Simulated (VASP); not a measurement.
The input files of a VASP run:

**INCAR**
```
SYSTEM = Ni
PREC = Accurate
ENCUT = 400
EDIFF = 1E-6
NELM = 100
ALGO = Normal
LREAL = .FALSE.
LASPH = .TRUE.
ISMEAR = 1
SIGMA = 0.1
GGA = PE
LMAXMIX = 4
ISPIN = 2
MAGMOM = 0.8
LORBIT = 10
LWAVE = .FALSE.
LCHARG = .FALSE.
ISIF = 2
```

### POSCAR
```
Ni
1
    0.0000000000     1.7952000000     1.7952000000
    1.7952000000     0.0000000000     1.7952000000
    1.7952000000     1.7952000000     0.0000000000
Ni
1
Direct
  0.0000000000   0.0000000000   0.0000000000
```

### KPOINTS
```
Automatic mesh
0
Monkhorst-Pack
13 12 6
0 0 0
```

POTCAR, in this order: Ni (PBE.64 set). Program: vasp_std.

What VASP printed:

standard output:
```
 POSCAR found type information on POSCAR Ni
 POSCAR found :  1 types and       1 ions
 Reading from existing POTCAR
 Reading from existing POTCAR
 LDA part: xc-table for (Slater+PW92), standard interpolation

 -----------------------------------------------------------------------------
|                                                                             |
|           W    W    AA    RRRRR   N    N  II  N    N   GGGG   !!!           |
|           W    W   A  A   R    R  NN   N  II  NN   N  G    G  !!!           |
|           W    W  A    A  R    R  N N  N  II  N N  N  G       !!!           |
|           W WW W  AAAAAA  RRRRR   N  N N  II  N  N N  G  GGG   !            |
|           WW  WW  A    A  R   R   N   NN  II  N   NN  G    G                |
|           W    W  A    A  R    R  N    N  II  N    N   GGGG   !!!           |
|                                                                             |
|     Your reciprocal lattice and k-lattice belong to different lattice       |
|     classes:                                                                |
|                                                                             |
|        The reciprocal lattice is body-centered cubic,                       |
|        whereas your k-lattice is triclinic.                                 |
|                                                                             |
|     Results are often still useful ...                                      |
|                                                                             |
 -----------------------------------------------------------------------------

 POSCAR, INCAR and KPOINTS ok, starting setup
 WAVECAR not read
 entering main loop
       N       E                     dE             d eps       ncg     rms          rms(c)
DAV:   1     0.184296367666E+02    0.18430E+02   -0.40986E+03 17634   0.116E+03
DAV:   2    -0.614499783546E+01   -0.24575E+02   -0.23559E+02 16957   0.148E+02
DAV:   3    -0.646273984628E+01   -0.31774E+00   -0.31702E+00 18883   0.220E+01
DAV:   4    -0.646572834967E+01   -0.29885E-02   -0.29881E-02 18689   0.190E+00
DAV:   5    -0.646580838393E+01   -0.80034E-04   -0.80034E-04 18842   0.263E-01    0.946E+00
DAV:   6    -0.586306978447E+01    0.60274E+00   -0.18606E+01 17734   0.689E+01    0.666E+00
DAV:   7    -0.545857996632E+01    0.40449E+00   -0.34839E+00 17799   0.276E+01    0.179E+00
DAV:   8    -0.544623547862E+01    0.12344E-01   -0.16212E-02 24257   0.146E+00    0.936E-01
DAV:   9    -0.544331759006E+01    0.29179E-02   -0.28697E-03 24210   0.566E-01    0.253E-01
DAV:  10    -0.544280393385E+01    0.51366E-03   -0.65147E-04 24394   0.240E-01    0.436E-02
DAV:  11    -0.544278417856E+01    0.19755E-04   -0.98568E-05 21115   0.112E-01    0.323E-02
DAV:  12    -0.544278475307E+01   -0.57451E-06   -0.13751E-06 10329   0.157E-02
   1 F= -.54427848E+01 E0= -.54428331E+01  d E =0.144968E-03  mag=     0.6633
```

File OUTCAR:
```
------------------------ aborting loop because EDIFF is reached ----------------------------------------
  FORCE on cell =-STRESS in cart. coord.  units (eV):
  Direction    XX          YY          ZZ          XY          YZ          ZX
  --------------------------------------------------------------------------------------
  Total       -0.7761965     -0.7761965     -0.7761965      0.0000000      0.0000000     -0.0000000
  in kB     -107.4765533   -107.4765533   -107.4765533      0.0000000      0.0000000     -0.0000000
  external PRESSURE =    -107.4765533 kB  Pullay stress =       0.0000000 kB
  volume of cell :       11.57
      direct lattice vectors                 reciprocal lattice vectors
     0.000000000  1.795200000  1.795200000    -0.278520499  0.278520499  0.278520499
     1.795200000  0.000000000  1.795200000     0.278520499 -0.278520499  0.278520499
     1.795200000  1.795200000  0.000000000     0.278520499  0.278520499 -0.278520499
 POSITION                                       TOTAL-FORCE (eV/Angst)
 -----------------------------------------------------------------------------------
      0.00000      0.00000      0.00000        -0.000000     -0.000000     -0.000000
 -----------------------------------------------------------------------------------
    total drift:                                0.000000     -0.000000      0.000000
  FREE ENERGIE OF THE ION-ELECTRON SYSTEM (eV)
  ---------------------------------------------------
  free  energy   TOTEN  =        -5.4427847531 eV

  energy  without entropy=       -5.4429297216  energy(sigma->0) =       -5.44283308

 total charge

# of ion       s       p       d       tot
------------------------------------------
    1        0.473   0.447   8.284   9.204

 magnetization (x)

# of ion       s       p       d       tot
------------------------------------------
    1       -0.005  -0.023   0.709   0.680
```
(Selected blocks of OUTCAR.)

Read input and log: which fault does this run have?
A) the mesh has unequal divisions along equivalent axes and breaks the lattice's symmetry
B) MAGMOM holds more values than there are atoms
C) ISPIN is misspelt, so the run is not spin-polarised
D) selective dynamics freezes every atom

A, the mesh has unequal divisions along equivalent axes and breaks the lattice's symmetry. The run ends without an error. Against the sound run, the energy per atom (σ→0) rises by 0.007 eV/atom; the pressure rises by 0.23 GPa; the cell moment rises by 0.03 μB.

To mend it, correct KPOINTS.
**KPOINTS**
```
Automatic mesh
0
Gamma
13 13 13
0 0 0
```
The mended run (PBE GGA, plane waves, VASP's PBE PAW potentials (set 64)) converges, and its OSZICAR ends with
```
   1 F= -.54502464E+01 E0= -.54502860E+01  d E =0.119024E-03  mag=     0.6314
```

The compound is Ni in the fcc structure. The cell was not relaxed at this level.
